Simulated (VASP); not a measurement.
**HfN: energy against the displacement of an atom**

HfN (rock salt, Fm-3m, 11.107 Å³/atom and stress up to 0.10 GPa in the relaxed cell, cube axes along x, y and z) under a displacement u of the N atom at (2.231, 2.231, 2.231) Å, one of 2 in the cell, and of all its periodic images, along (1, 1, 1). LDA in VASP (plane waves, PAW), 600 eV, 18×18×18 Γ-centred mesh, Methfessel-Paxton smearing 0.10 eV; the cell and the other atoms are held.

Here q stands for square of the displacement and y for E less E0.

```
square of the displacement (Å²)  E less E0 (meV/cell)
-------------------------------  --------------------
0.0000                                            0.0
0.0004                                            2.6
0.0016                                           10.3
0.0049                                           31.8
0.0324                                              ?
```

Taking a straight line for y over the 4 complete rows: Means: q 0.0017250, y 11.18. About the means, the sum of products is 0.096232 and the sum of squares of q is 1.4827e-5; the slope is their ratio. Least squares gives y = -0.02 + 6490·q. Residuals (row less fit): 0.02, 0.02, -0.06, 0.02; standard error 0.05 (degrees of freedom: 2). The runs give the same energy for u and −u. Twice the slope is the force constant of this zone-centre displacement, 12.98 ± 0.03 eV/Å².

Question: Estimate the missing y (q = 0.0324); what did the run itself give?

Answer: y = -0.02 + 6490 × 0.0324 = 210.26 meV/cell. The calculation gives 207.2 meV/cell, 3.06 meV/cell below the prediction (1.5 % of the range of y in the table). The row lies outside the fitted rows, so this is an extrapolation. The scatter of the fitted rows lies at the last printed digit.

A polynomial of degree 2 through the 6 other runs of the series gives 207.3 there, so most of the miss is curvature that the fit leaves out. In a metal these values are sensitive to mesh and smearing; energies are taken to zero smearing, stresses follow the free energy. For HfN: the electron count is odd and the run is not spin-polarised, which forces a metal. Rows are the converged runs of the series near zero and its far end, less any whose ions stayed unrelaxed beside relaxed ones; series whose fitted rows scatter by over a few per cent of the range, as at a crossing or softening among them, aren't shown in this form. Most that stay on the fit to the last digits aren't either.
